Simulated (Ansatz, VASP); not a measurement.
**CuRu in two plane-wave programs**

Aim: how closely do two programs agree when they are given the same cell, functional and k mesh? The cell is invented: As first built, before any earlier steps moved the atoms (in the runner's words): it takes the CuPd structure with some of its atoms replaced by other elements, volume scaled by an estimate. It may not be a known or stable phase. The cell is taken from a series of VASP runs on this material, whose earlier steps may have relaxed, scaled or displaced it; both programs get it as it stands.

Program: Ansatz 0.2.0. Level of theory: plane waves, with VASP 6.6.1 beside it; zone-centre phonons at PBE. Results are calculated unless marked as measured.

### Step 1. Starting point

The structure is cubic, space group Pm-3m (No. 221). Conventional cell: a = 2.954 Å, b = 2.954 Å, c = 2.954 Å, α = 90.00°, β = 90.00°, γ = 90.00°. Nearest to Ru lie 8 Cu at 2.56 Å. Cu has 8 Ru at 2.56 Å nearest. As first built, before any earlier steps moved the atoms (in the runner's words): sites of the CuPd structure (space group 221) filled with other elements, volume scaled by an estimate. Farther neighbours are not listed.

### Step 2. VASP: zone-centre phonons, PBE

Second derivatives magnify differences that forces hide, and they need a tight electronic threshold.

Lines of VASP's logs that name or quote its potential files are left out, and so is its time.

The input, INCAR:

```
SYSTEM = CuRu
PREC = Accurate
ENCUT = 400
EDIFF = 1E-08
NELM = 100
ISMEAR = 1
SIGMA = 0.2
LREAL = .FALSE.
ALGO = Normal
GGA = PE
LORBIT = 11
LWAVE = .FALSE.
LCHARG = .FALSE.
IBRION = 8
ISIF = 2
```

The input, POSCAR:

```
CuRu
1.0
    2.9541331336      0.0000000000      0.0000000000
    0.0000000000      2.9541331336      0.0000000000
    0.0000000000      0.0000000000      2.9541331336
Ru Cu
1 1
Direct
    0.5000000000      0.5000000000      0.5000000000
    0.0000000000      0.0000000000      0.0000000000
```

The input, KPOINTS:

```
Automatic mesh
0
Gamma
8 8 8
0 0 0
```

The projector-augmented-wave data sets are Ru_pv and Cu (PBE family, release 64).

On the command line:

```sh
mpirun -np 1 vasp_std
```

Numbers of over 12 decimals in the logs are rounded to 6 here.

Log:

```text
[banner, memory and clock lines left out]
running    1 mpi-ranks, on    1 nodes
 distrk:  each k-point on    1 cores,    1 groups
 distr:  one band on    1 cores,    1 groups

 POSCAR found type information on POSCAR RuCu
 POSCAR found :  2 types and       2 ions
 LDA part: xc-table for (Slater+PW92), standard interpolation
 POSCAR, INCAR and KPOINTS ok, starting setup
 FFT: planning ... GRIDC
 FFT: planning ... GRID_SOFT
 FFT: planning ... GRID
 WAVECAR not read
 entering main loop
       N       E                     dE             d eps       ncg     rms          rms(c)
DAV:   1     0.158181540943E+03    0.15818E+03   -0.12726E+04  1232   0.189E+03
DAV:   2    -0.992064510802E+01   -0.16810E+03   -0.16512E+03  1168   0.399E+02
DAV:   3    -0.141745540603E+02   -0.42539E+01   -0.42273E+01  1376   0.734E+01
DAV:   4    -0.142559287742E+02   -0.81375E-01   -0.81255E-01  1456   0.846E+00
DAV:   5    -0.142583360589E+02   -0.24073E-02   -0.24072E-02  1640   0.143E+00    0.157E+01
DAV:   6    -0.157205715922E+02   -0.14622E+01   -0.64752E+01  1200   0.221E+02    0.125E+01
DAV:   7    -0.120739901582E+02    0.36466E+01   -0.13116E+01  1424   0.899E+01    0.166E+00
DAV:   8    -0.120733311320E+02    0.65903E-03   -0.74366E-01  1664   0.223E+01    0.177E+00
DAV:   9    -0.120564619271E+02    0.16869E-01   -0.23161E-01  1464   0.169E+01    0.821E-01
DAV:  10    -0.120459281814E+02    0.10534E-01   -0.42783E-02  1344   0.722E+00    0.667E-02
DAV:  11    -0.120461995130E+02   -0.27133E-03   -0.19011E-03  1728   0.130E+00    0.130E-01
DAV:  12    -0.120459793529E+02    0.22016E-03   -0.12174E-03  1352   0.126E+00    0.304E-02
DAV:  13    -0.120459726976E+02    0.66553E-05   -0.56181E-05  1728   0.186E-01    0.102E-02
DAV:  14    -0.120459718432E+02    0.85438E-06   -0.24404E-06  1784   0.447E-02    0.369E-03
DAV:  15    -0.120459716552E+02    0.18802E-06   -0.96634E-07  1640   0.314E-02    0.665E-04
DAV:  16    -0.120459716166E+02    0.38601E-07   -0.79378E-08  1632   0.670E-03    0.194E-04
DAV:  17    -0.120459716256E+02   -0.89622E-08   -0.12840E-09   784   0.943E-04
   1 F= -.12045972E+02 E0= -.12043604E+02  d E =-.710381E-02
 Linear response reoptimize wavefunctions to high precision
DAV:   1    -0.120459716209E+02    0.46225E-08   -0.52406E-10   912   0.504E-04
DAV:   2    -0.120459716209E+02    0.42292E-10   -0.19223E-10   656   0.171E-04
 Linear response DOF=           2
 Linear response progress:
  Degree of freedom:   1/  2
       N       E                     dE             d eps       ncg     rms          rms(c)
RMM:   1    -0.549673893663E+00   -0.54967E+00    0.36888E+00  2638   0.638E+01
RMM:   2    -0.646089391082E+00   -0.96415E-01   -0.35564E-01  3810   0.496E+00    0.127E-01
RMM:   3    -0.648767451396E+00   -0.26781E-02   -0.12716E-02  3870   0.964E-01    0.442E-02
RMM:   4    -0.648670374077E+00    0.97077E-04   -0.82297E-04  4255   0.229E-01    0.229E-02
RMM:   5    -0.648410674791E+00    0.25970E-03   -0.13137E-04  4415   0.857E-02    0.833E-03
RMM:   6    -0.648376552069E+00    0.34123E-04   -0.15953E-05  4094   0.302E-02    0.548E-03
RMM:   7    -0.648368257857E+00    0.82942E-05   -0.43829E-06  3832   0.181E-02    0.187E-03
RMM:   8    -0.648365189124E+00    0.30687E-05   -0.19728E-06  4694   0.739E-03    0.965E-04
RMM:   9    -0.648365847104E+00   -0.65798E-06   -0.73807E-07  4681   0.285E-03    0.516E-04
RMM:  10    -0.648367042576E+00   -0.11955E-05   -0.45948E-07  4662   0.146E-03    0.101E-04
RMM:  11    -0.648367048964E+00   -0.63885E-08   -0.11805E-07  4422   0.826E-04    0.675E-05
RMM:  12    -0.648367456108E+00   -0.40714E-06   -0.19287E-07  4768   0.488E-04    0.133E-05
RMM:  13    -0.648367539938E+00   -0.83831E-07    0.88466E-09  4508   0.328E-04    0.791E-06
RMM:  14    -0.648367558033E+00   -0.18094E-07   -0.11624E-07  4687   0.246E-04    0.823E-06
RMM:  15    -0.648367611975E+00   -0.53943E-07    0.39416E-08  4822   0.200E-04    0.140E-06
RMM:  16    -0.648367609180E+00    0.27948E-08   -0.58700E-08  4446   0.171E-04    0.204E-06
 first order change of Fermi-energy  -0.50886E-02
 force on displaced ion       1 direction 1 :  -8.767  -0.000  -0.000
 Linear response progress:
  Degree of freedom:   2/  2
       N       E                     dE             d eps       ncg     rms          rms(c)
RMM:   1    -0.240540237201E+00   -0.24054E+00   -0.19861E-01  4236   0.101E+01
RMM:   2    -0.235979765348E+00    0.45605E-02   -0.77504E-03  3334   0.146E+00    0.156E-01
RMM:   3    -0.236233516101E+00   -0.25375E-03   -0.14457E-03  3680   0.331E-01    0.957E-02
RMM:   4    -0.236439985062E+00   -0.20647E-03   -0.56828E-04  3697   0.204E-01    0.181E-02
RMM:   5    -0.236387002793E+00    0.52982E-04   -0.47131E-05  3540   0.565E-02    0.856E-03
RMM:   6    -0.236409526239E+00   -0.22523E-04   -0.51098E-06  3309   0.253E-02    0.542E-03
RMM:   7    -0.236414954320E+00   -0.54281E-05   -0.49721E-07  3190   0.165E-02    0.237E-03
RMM:   8    -0.236400384927E+00    0.14569E-04   -0.59799E-07  3792   0.550E-03    0.755E-04
RMM:   9    -0.236397774890E+00    0.26100E-05   -0.69457E-08  4151   0.157E-03    0.329E-04
RMM:  10    -0.236395309488E+00    0.24654E-05   -0.22946E-08  4093   0.848E-04    0.113E-04
RMM:  11    -0.236395946499E+00   -0.63701E-06   -0.11830E-08  4090   0.392E-04    0.253E-05
RMM:  12    -0.236395774120E+00    0.17238E-06   -0.86299E-09  4543   0.168E-04    0.115E-05
RMM:  13    -0.236395849860E+00   -0.75741E-07   -0.84621E-09  4302   0.966E-05    0.226E-06
RMM:  14    -0.236395852940E+00   -0.30795E-08   -0.81799E-09  4374   0.712E-05    0.806E-07
 first order change of Fermi-energy   0.51988E-02
 force on displaced ion       2 direction 1 :  -8.738   0.000   0.000
 Linear response finished
```

From OUTCAR (step 2):

```text
ion  position               nearest neighbor table
   1  0.500  0.500  0.500-   2 2.56   2 2.56   2 2.56   2 2.56   2 2.56   2 2.56   2 2.56   2 2.56

  LATTYP: Found a simple cubic cell.
 ALAT       =     2.9541331336

 Subroutine GETGRP returns: Found 48 space group operations
 (whereof 48 operations were pure point group operations)

The static configuration has the point symmetry O_h .

 Found     35 irreducible k-points:

   k-points           NKPTS =     35   k-points in BZ     NKDIM =     35   number of bands    NBANDS=     16

   dimension x,y,z NGX =    20 NGY =   20 NGZ =   20
   dimension x,y,z NGXF=    40 NGYF=   40 NGZF=   40

   ENCUT  =  400.0 eV  29.40 Ry    5.42 a.u.   4.82  4.82  4.82*2*pi/ulx,y,z

   NELECT =      25.0000    total number of electrons

 k-points in reciprocal lattice and weights: Automatic mesh
   0.00000000  0.00000000  0.00000000       0.002
   0.12500000  0.00000000  0.00000000       0.012
   0.25000000  0.00000000  0.00000000       0.012
   0.37500000  0.00000000  0.00000000       0.012
   0.50000000  0.00000000  0.00000000       0.006
   0.12500000  0.12500000  0.00000000       0.023
   0.25000000  0.12500000  0.00000000       0.047
   0.37500000  0.12500000  0.00000000       0.047
   0.50000000  0.12500000  0.00000000       0.023
[...]
0.50000000  0.50000000  0.37500000       0.012
   0.50000000  0.50000000  0.50000000       0.002

 average (electrostatic) potential at core
       1 -69.6388       2 -61.5907

  Total        0.0133651      0.0133651      0.0133651      0.0000000      0.0000000     -0.0000000
  in kB        0.8306002      0.8306002      0.8306002      0.0000000      0.0000000     -0.0000000
  external PRESSURE =       0.8306002 kB  Pullay stress =       0.0000000 kB

  energy-cutoff  :      400.00
  volume of cell :       25.78
      direct lattice vectors                 reciprocal lattice vectors
     2.954133134  0.000000000  0.000000000     0.338508779  0.000000000  0.000000000
     0.000000000  2.954133134  0.000000000     0.000000000  0.338508779  0.000000000
     0.000000000  0.000000000  2.954133134     0.000000000  0.000000000  0.338508779

 POSITION                                       TOTAL-FORCE (eV/Angst)
 -----------------------------------------------------------------------------------
      1.47707      1.47707      1.47707         0.000000      0.000000      0.000000
      0.00000      0.00000      0.00000         0.000000      0.000000      0.000000
 -----------------------------------------------------------------------------------
    total drift:                               -0.000000      0.000000      0.000000

 Eigenvectors and eigenvalues of the dynamical matrix
 ----------------------------------------------------

   1 f  =    7.403317 THz    46.516410 2PiTHz  246.948061 cm-1    30.617644 meV
             X         Y         Z           dx          dy          dz
      1.477067  1.477067  1.477067    -0.000000    0.621943    0.000000
      0.000000  0.000000  0.000000     0.000000   -0.783062    0.000000

   2 f  =    7.403317 THz    46.516410 2PiTHz  246.948061 cm-1    30.617644 meV
             X         Y         Z           dx          dy          dz
      1.477067  1.477067  1.477067     0.621943    0.000000    0.000000
      0.000000  0.000000  0.000000    -0.783062   -0.000000   -0.000000

   3 f  =    7.403317 THz    46.516410 2PiTHz  246.948061 cm-1    30.617644 meV
             X         Y         Z           dx          dy          dz
      1.477067  1.477067  1.477067     0.000000   -0.000000   -0.621943
      0.000000  0.000000  0.000000    -0.000000    0.000000    0.783062

   4 f/i=    0.005989 THz     0.037630 2PiTHz    0.199770 cm-1     0.024768 meV
             X         Y         Z           dx          dy          dz
      1.477067  1.477067  1.477067    -0.160057    0.704652   -0.301718
      0.000000  0.000000  0.000000    -0.127124    0.559666   -0.239638

   5 f/i=    0.005989 THz     0.037630 2PiTHz    0.199770 cm-1     0.024768 meV
             X         Y         Z           dx          dy          dz
      1.477067  1.477067  1.477067     0.459580    0.334899    0.538345
      0.000000  0.000000  0.000000     0.365019    0.265992    0.427578

   6 f/i=    0.005989 THz     0.037630 2PiTHz    0.199770 cm-1     0.024768 meV
             X         Y         Z           dx          dy          dz
      1.477067  1.477067  1.477067    -0.613477    0.067042    0.482014
      0.000000  0.000000  0.000000    -0.487251    0.053248    0.382837

 ELASTIC MODULI CONTR FROM IONIC RELAXATION (kBar)
 Direction    XX          YY          ZZ          XY          YZ          ZX
 --------------------------------------------------------------------------------
 XX           0.0000      0.0000      0.0000      0.0000      0.0000      0.0000
 YY           0.0000      0.0000      0.0000      0.0000      0.0000      0.0000
 ZZ           0.0000      0.0000      0.0000      0.0000      0.0000      0.0000
 XY           0.0000      0.0000      0.0000      0.0000      0.0000      0.0000
 YZ           0.0000      0.0000      0.0000      0.0000      0.0000      0.0000
 ZX           0.0000      0.0000      0.0000      0.0000      0.0000      0.0000
 --------------------------------------------------------------------------------
```

### Step 3. Ansatz: zone-centre phonons, PBE

Ansatz runs on its default PAW (the set named soft_2) files.

The same cell, functional, mesh and smearing now go to Ansatz, which takes its cutoff from its data sets.

The input, input.yaml:

```yaml
crystal:
  lattice:
    - [2.9541331336, 0.0, 0.0]
    - [0.0, 2.9541331336, 0.0]
    - [0.0, 0.0, 2.9541331336]
  atoms:
    - { symbol: Ru, position: [0.5, 0.5, 0.5] }
    - { symbol: Cu, position: [0.0, 0.0, 0.0] }
hamiltonian:
  xc: pbe
  pseudopotentials: { kind: paw }
kpoints:
  mp_grid: { grid: [8, 8, 8] }
scf:
  occupations: { method: methfessel_paxton, width: 0.2 }
phonons:
  method: dfpt
  qpoints: [[0, 0, 0]]
```

On the command line:

```sh
ansatz run input.yaml --threads 4 --pin off --max-ram 9216MiB --backend cpu --events-out ev --progress --plain --runs-dir out
```

Log:

```text
Engine: ansatz 0.2.0, aarch64-unknown-linux-gnu
Pseudopotentials: kind: paw
Pseudopotential: Ru, paw, valence charge 16, recommended cutoff 420 eV (normal), Ru.paw.azcp
Pseudopotential: Cu, paw, valence charge 19, recommended cutoff 420 eV (normal), Cu.paw.azcp
Functional definition: PBE
  parameter kappa = 0.804
  parameter beta = 0.066725
  exchange = pbe_x(kappa = kappa, mu = beta*pi^2/3)
  correlation = pbe_c(beta = beta)
Crystal: 2 atoms, lattice volume = 25.780 Å³
Basis set: ecut = 420 eV, 485 PW (Γ), exchange–correlation on 40×40×40 points (8 copies of the dense FFT grid, shifted against one another)
Bands: 22, of which v1, the nominal top of the filled ones, is band 18 counted from 1 (17 counted from 0)
Symmetry: 48 space group operations
k-points: 75 of 512 (irreducible under 8 space group operations, time reversal used)
Non-local potential: Ru, projectors of the file, l = 0: 3, l = 1: 2, l = 2: 2, l = 3: 1
Non-local potential: Cu, projectors of the file, l = 0: 3, l = 1: 2, l = 2: 3, l = 3: 1
PAW form: soft (Blöchl's): semilocal exchange-correlation on the pseudo side does not see the compensation charge
PAW one-centre angular grid: Ru, 590 points (default); XC on 64 Gauss nodes
PAW one-centre angular grid: Cu, 590 points (default); XC on 64 Gauss nodes
Initial density: superposition of atomic densities (neutral atoms: chi_scale 0, normalization atom), corrected by the library's trained network
Initial wavefunctions: pseudopotential atomic-orbital guess
Functional: x = pbe(κ = 0.804, μ = 0.219515), c = pbe(β = 0.066725)
SCF iter   1: F=—  HF=-12502.965087 eV  |F-HF|=—  |Δ(HF+E_count)|=         —  Δρ=5.53e-3  dr2=4.77e-3  ethr=1.77e-3  ⟨swp⟩=4.6  Hψ=6099  notcnv=0
preconditioner: auto → none  [metal: Δε(μ)=0.050 eV  Ē_g=8.600 eV  σ=0.200 eV  W_gap=0.21  n_scr=6 (ndim 8)  ℏωp=31.9 eV  f_vac=0.000  D(μ)=3.83/eV (n_scr^D=56)  sad-step TF]
SCF iter   2: F=—  HF=-12502.965775 eV  |F-HF|=—  |Δ(HF+E_count)|=   6.88e-4  S|Δr|=    0.00e0  Δρ=3.37e-3  dr2=2.20e-3  ethr=1.36e-5  ⟨swp⟩=2.1  Hψ=3447  notcnv=0
SCF iter   3: F=—  HF=-12502.965712 eV  |F-HF|=—  |Δ(HF+E_count)|=   6.36e-5  S|Δr|=    0.00e0  Δρ=1.06e-3  dr2=1.77e-4  ethr=6.28e-6  ⟨swp⟩=1.0  Hψ=1644  notcnv=0
SCF iter   4: F=—  HF=-12502.965662 eV  |F-HF|=—  |Δ(HF+E_count)|=   5.02e-5  S|Δr|=    0.00e0  Δρ=2.71e-4  dr2=4.61e-6  ethr=5.07e-7  ⟨swp⟩=2.3  Hψ=2791  notcnv=0
SCF iter   5: F=—  HF=-12502.965680 eV  |F-HF|=—  |Δ(HF+E_count)|=   1.80e-5  S|Δr|=    0.00e0  Δρ=7.62e-5  dr2=8.10e-7  ethr=1.32e-8  ⟨swp⟩=2.0  Hψ=2928  notcnv=0
SCF iter   6: F=—  HF=-12502.965677 eV  |F-HF|=—  |Δ(HF+E_count)|=   2.66e-6  S|Δr|=    0.00e0  Δρ=1.09e-5  dr2=1.33e-8  ethr=2.31e-9  ⟨swp⟩=2.2  Hψ=2176  notcnv=0
SCF iter   7: F=—  HF=-12502.965677 eV  |F-HF|=—  |Δ(HF+E_count)|=  2.84e-10  S|Δr|=    0.00e0  Δρ=2.31e-6  dr2=7.31e-10  ethr=3.79e-11  ⟨swp⟩=2.0  Hψ=2633  notcnv=0
SCF iter   8: F=-12502.965677 eV  HF=-12502.965677 eV  |F-HF|=3.64e-12  |Δ(HF+E_count)|=  1.38e-10  S|Δr|=    0.00e0  Δρ=1.54e-7  dr2=1.85e-12  ethr=1.00e-12  ⟨swp⟩=4.2  Hψ=8759  notcnv=0
SCF 1 converged in 8 iterations: F = -12502.965677 eV  dr2 = 1.85e-12
  greatest PAW one-centre occupation: 1.000 electrons in one spin orbital (limit 2), on the Cu atom at site 1 (counted from 0), in its partial waves of l = 0
DFPT response loops at Γ: preconditioner auto → Kerker (q_TF=auto, 2.871 Å⁻¹) (partly filled bands, converged f_vac=0.000); β = 1.00, the filter's whole step (`scf.mixing.beta` (0.50) is not read by the response loops under this deck's `scf.mixing.preconditioner`; to damp them name `kerker` or `kerker_dos`, under which they read `scf.mixing.beta`, and type it under 1.00, their step now; both keys bind the ground state too); Broyden in place of MSR1
SCF converged after 8 iterations
Stability not checked: this state was not tested for a lower state beside it, because cold or Methfessel-Paxton smearing, or corrected tetrahedra, fill the levels in a way that the test cannot read (fill_not_monotonic; see scf.lower_state_search)
Free energy (F): -12502.965677 eV
Harris-Foulkes:  -12502.965677 eV  (|F-HF|=3.64e-12)
Internal energy: -12502.958763 eV  (E = F + TS)
E sigma→0 (E₀):  -12502.963948 eV
Entropy (-TS):   -0.006914 eV (-3.457 meV/atom)
Fermi energy:    19.910730 eV
--- Per-component energies (eV) ---
  E_band       = -410.181640
  E_kinetic    = 812.885371
  E_local      = -5448.575760  (includes V_loc(G=0)·N_el)
  E_nonlocal   = 728.461444
  E_hartree    = 2257.697485
  E_xc         = -280.055372
  E_vxc        = -354.713465  (∫ρ·V_xc dr)
  E_paw        = -5118.449173  (= ΣΔE_a)
  E_vpaw       = -663.634352  (= ΣTr[D̂ρ^β])
  E_aug_tail   = 0.000141  (compensation charges beyond the density's cutoff)
  E_ewald      = -5454.922901
  E_smearing   = -0.006914  (= −TS)
  E_closure    = -0.000000  (closes the sum)
  Σ components = -12502.965677   (vs F -12502.965677, Δ=0.00e0)
--- Band table (eV; the first three rows and the last of 75) ---
  k-point 0: bands = [... 14 lower, 18.4297, 18.4297, 20.4409, 20.4409, 20.4409, 28.4564, 28.4564, 28.4564]
  k-point 1: bands = [... 14 lower, 18.2868, 18.4983, 20.0466, 20.0466, 20.3710, 27.0434, 29.1855, 29.1855]
  k-point 2: bands = [... 14 lower, 17.8761, 18.6360, 19.2297, 19.2297, 20.1914, 24.6084, 30.9994, 30.9994]
  k-point 74: bands = [... 14 lower, 17.5450, 17.5450, 21.0632, 21.0632, 25.3605, 27.7713, 27.7713, 27.7713]
--- Phonons (Γ-DFPT): 2 representative perturbations + reference, on 75 of 512 k-points (Σ response iterations 6) ---
  k mesh reduced under 8 symmetry operations, with k and −k counted as one. Each operation leaves every solved perturbation unchanged. A smaller set is not used because it would not reduce the number of displacements times k-points to solve
  ASR residual: 1.899e-4 → 0.000e0 eV/Å²; symmetrization residual: 1.176e-5 eV/Å²
  ASR residual per site (eV/Å²): 1.90e-4 2.58e-5
  Γ frequencies (cm⁻¹): 0.00 0.00 0.00 246.13 246.13 246.13
  non-analytic LO–TO correction: not included (Born effective charges unavailable; polar crystals: no LO–TO splitting at Γ)
--- Phonons (arbitrary-q DFPT): 1 explicit q-point ---
  q = [0, 0, 0] (of the zone-centre solve; hermiticity 2.71e-6, symmetrization 1.48e-13): -0.00 -0.00 0.00 246.13 246.13 246.13
  sum rule: each row above includes the acoustic sum rule's correction from the zone centre's row sums; it moved no ω² by more than (0.71 cm⁻¹)²
```

Wall time 3.7 s (4 threads of Arm Neoverse V2, shared host); peak memory 0.43 GiB; 12 s of CPU time.

### Step 4. Comparison

Known differences besides the potentials themselves: the data sets hold 35 valence electrons in Ansatz (default PAW (the set named soft_2) files) and 25 in VASP; the cutoff is 420 eV in Ansatz and 400 eV in VASP; VASP leaves aspherical gradient terms in its spheres out (LASPH is not set), Ansatz keeps them. Total energies have different zeros and are not compared.

Compared:

| quantity | Ansatz | VASP | difference |
| --- | --- | --- | --- |
| optical mode 1 to 3 (cm⁻¹) | 246.1 | 246.9 | -0.33 % |

Modes are paired by rising frequency and degeneracy, not by their patterns, so a pair may still set unlike modes beside each other.

### Step 5. Summary of results

| Item | Value |
| --- | --- |
| r.m.s. difference of the optical zone-centre modes, each program's sorted by frequency (zone-centre phonons, PBE) | 0.82 cm⁻¹ |

**Reading.** The r.m.s. difference of the optical zone-centre modes, each program's sorted by frequency is 0.82 cm⁻¹ (zone-centre phonons, PBE). Such differences can come from data sets, numerical settings and the points named under the comparisons, not from the functional's error against experiment.

[Lines on the potential files, build, host, timing and source positions are cut from VASP's logs without a mark.]

[Logs are printed without paths, hosts, clocks, repeated set-up lines and the standing remarks that a program may print on its own settings, such as how far it seeks lower states.]

[Hosts, paths, dates, database ids (printed as entryN), source tags and the programs' standing remarks are cut or masked in the printed files.]
